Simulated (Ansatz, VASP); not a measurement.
## Two plane-wave programs on TaH3Br2

```xyz
6
Lattice="2.9185 0.0000 0.0000 0.0000 2.9185 0.0000 0.0000 0.0000 11.0511" Properties=species:S:1:pos:R:3 pbc="T T T"
Ta    0.0000    0.0000    0.0000
H     1.4592    1.4592    0.8565
H     1.4592    1.4592    5.5255
H     1.4592    1.4592   10.1946
Br    0.0000    0.0000    2.7384
Br    0.0000    0.0000    8.3127
```

Change from the starting cell: species swapped into the Pr3MgAl2 type (P4/mmm, No. 123).

Alike in both runs: functional PBE; k mesh 6 × 6 × 2; occupations gaussian, width 0.1 eV; collinear spin.

Ansatz relaxed the structure, and its values are those at the end. VASP's run is a single point on that final structure, the one shown.

|  | VASP | Ansatz |
| --- | --- | --- |
| version | VASP 6.6.1 | Ansatz 0.2.0 |
| potentials or method | VASP PAW PBE potentials, release 64 (Ta_pv, H, Br) | scalar-relativistic, plane waves, PAW |
| plane-wave cutoff (eV) | 520 | 420 |
| valence electrons in the cell | 28 | 30 |

|  | VASP | Ansatz | Ansatz less VASP |
| --- | --- | --- | --- |
| gap on the k mesh at the Fermi level (eV) | none | none | - |
| pressure (GPa) | -1.8 | 0.0 | +1.85 |
| rms of the force components (eV/Å) | 0.006 | 0.006 | -0.0007 |
| net moment per atom (μB) | 0.00 | 0.17 | +0.171 |
| size of the moment on the site where the two differ most (μB) | 0.00 | 0.86 | +0.859 |

The net moments differ so much that the two runs ended in different magnetic states, which moves the other rows too. Site moments also hang on the region over which each program counts them. A gap of «none» marks a metal or a gap that the smearing closes. The two sets of potentials don't hold the same shells in valence.

The runs have no spin-orbit coupling, so splittings on Ta are missing.
